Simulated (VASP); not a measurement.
```xyz
2
Lattice="2.9938 0.0000 0.0000 0.0000 2.9938 0.0000 0.0000 0.0000 2.9938" Properties=species:S:1:pos:R:3 pbc="T T T"
Ru     0.0000     0.0000     0.0000
Se     1.4969     1.4969     1.4969
```

The base run (VASP): PBE GGA, plane waves, VASP's PBE PAW potentials (set 64). Numerical set-up: 400 eV cut-off, 8×8×8 Γ-centred mesh, Gaussian smearing of 0.050 eV, potentials Ru_pv Se.

One setting is varied; ΔE counts from the base run. The base run took about 10 core-seconds. Costs are core time on shared hosts, one run each; read them as rough ratios.

Pressures at a finite cut-off, here 400 eV, hold a Pulay part, which wasn't tested here.

| setting | cost over the base run | electronic steps | ΔE (meV/atom) | pressure (GPa) |
|---|---|---|---|---|
| KPOINTS 4×4×4 Monkhorst-Pack mesh | about 1/3 | 12 | 28.1 | 30.44 |
| KPOINTS 6×6×6 Monkhorst-Pack mesh | about 1/2 | 12 | 40.0 | 31.88 |
| KPOINTS 5×5×5 Monkhorst-Pack mesh | about 1/2 | 12 | 1.1 | 31.10 |
| KPOINTS 9×9×9 Monkhorst-Pack mesh | within a factor of 2 | 12 | 11.5 | 32.29 |
| base run | reference | 12 | 0.0 | 32.34 |

Left out are runs that failed, have no time on record or changed the cell.

The structure was generated: RuSe was put into the CsCl type (Pm-3m), which need not be its known phase. The cell was not relaxed at this level.
